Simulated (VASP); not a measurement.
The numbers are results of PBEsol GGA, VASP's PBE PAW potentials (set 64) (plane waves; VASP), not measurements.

A VASP calculation is set up with these files.

File POSCAR:
```
P
1
    3.2406739091    -0.0000000644     0.0000000000
   -1.6203365477     2.8065060463    -0.0000000000
   -0.0000000000    -0.0000000000    11.3740216530
P
4
Direct
  0.3333330000   0.6666670000   0.0544764223
  0.6666670000   0.3333330000   0.5544764223
  0.6666670000   0.3333330000   0.9455235777
  0.3333330000   0.6666670000   0.4455235777
```

INCAR:
```
SYSTEM=P
PREC=Accurate; ENCUT=400; LREAL=.FALSE.
LASPH=.TRUE.
EDIFF=1E-6; NELM=100; ALGO=Normal
ISMEAR=0; SIGMA=0.05
GGA=PS
IBRION=2; NSW=60; ISIF=3
EDIFFG=-0.02
LWAVE=.FALSE.; LCHARG=.FALSE.
```

File KPOINTS:
```
Automatic mesh
0
gamma
 7 7 2
```

POTCAR, in this order: P (PBE.64 set). Program: vasp_std.

The run wrote:

**OSZICAR**
```
       N       E                     dE             d eps       ncg     rms          rms(c)
DAV:   1     0.683565907333E+02    0.68357E+02   -0.70778E+03   448   0.956E+02
DAV:   2    -0.178096272517E+02   -0.86166E+02   -0.83545E+02   596   0.166E+02
DAV:   3    -0.229386246245E+02   -0.51290E+01   -0.50913E+01   610   0.463E+01
DAV:   4    -0.230248083511E+02   -0.86184E-01   -0.86070E-01   608   0.682E+00
DAV:   5    -0.230279658294E+02   -0.31575E-02   -0.31563E-02   658   0.116E+00    0.100E+01
DAV:   6    -0.228536516044E+02    0.17431E+00   -0.10937E-01   562   0.195E+00    0.584E+00
DAV:   7    -0.227831279129E+02    0.70524E-01   -0.19160E-01   568   0.258E+00    0.311E-01
DAV:   8    -0.227840019316E+02   -0.87402E-03   -0.18134E-02   574   0.910E-01    0.193E-01
DAV:   9    -0.227840867091E+02   -0.84777E-04   -0.48782E-04   692   0.156E-01    0.127E-01
DAV:  10    -0.227841871714E+02   -0.10046E-03   -0.56952E-04   568   0.140E-01    0.655E-02
DAV:  11    -0.227841840409E+02    0.31304E-05   -0.53623E-05   598   0.531E-02    0.213E-02
DAV:  12    -0.227841872277E+02   -0.31867E-05   -0.32245E-06   504   0.116E-02    0.116E-02
DAV:  13    -0.227841944867E+02   -0.72590E-05   -0.13596E-05   502   0.192E-02    0.563E-03
DAV:  14    -0.227841947576E+02   -0.27093E-06   -0.38270E-07   434   0.427E-03
   1 F= -.22784195E+02 E0= -.22784195E+02  d E =-.227842E+02
```

**OUTCAR**
```
------------------------ aborting loop because EDIFF is reached ----------------------------------------
  FORCE on cell =-STRESS in cart. coord.  units (eV):
  Direction    XX          YY          ZZ          XY          YZ          ZX
  --------------------------------------------------------------------------------------
  Total        0.0227100      0.0227100      0.0490812      0.0000000      0.0000000      0.0000000
  in kB        0.3517316      0.3517317      0.7601697      0.0000000      0.0000000      0.0000000
  external PRESSURE =       0.4878777 kB  Pullay stress =       0.0000000 kB
  volume of cell :      103.45
      direct lattice vectors                 reciprocal lattice vectors
     3.240673909 -0.000000064  0.000000000     0.308577796  0.178157421  0.000000000
    -1.620336548  2.806506046  0.000000000     0.000000007  0.356314932  0.000000000
     0.000000000  0.000000000 11.374021653     0.000000000  0.000000000  0.087919650
 POSITION                                       TOTAL-FORCE (eV/Angst)
 -----------------------------------------------------------------------------------
     -0.00000      1.87100      0.61962         0.000000     -0.000000      0.014771
      1.62034      0.93550      6.30663        -0.000000      0.000000      0.014771
      1.62034      0.93550     10.75441        -0.000000      0.000000     -0.014771
     -0.00000      1.87100      5.06739        -0.000000      0.000000     -0.014771
 -----------------------------------------------------------------------------------
    total drift:                               -0.000254      0.000117      0.000004
  FREE ENERGIE OF THE ION-ELECTRON SYSTEM (eV)
  ---------------------------------------------------
  free  energy   TOTEN  =       -22.7841947576 eV

  energy  without entropy=      -22.7841947576  energy(sigma->0) =      -22.78419476

 reached required accuracy - stopping structural energy minimisation
```
(Selected blocks of OUTCAR.)

The structure was generated: P was put into the lonsdaleite type (P6_3/mmc), which need not be its known phase. It was relaxed first, which changed the volume by +67 %. The start is the result of an earlier pass.
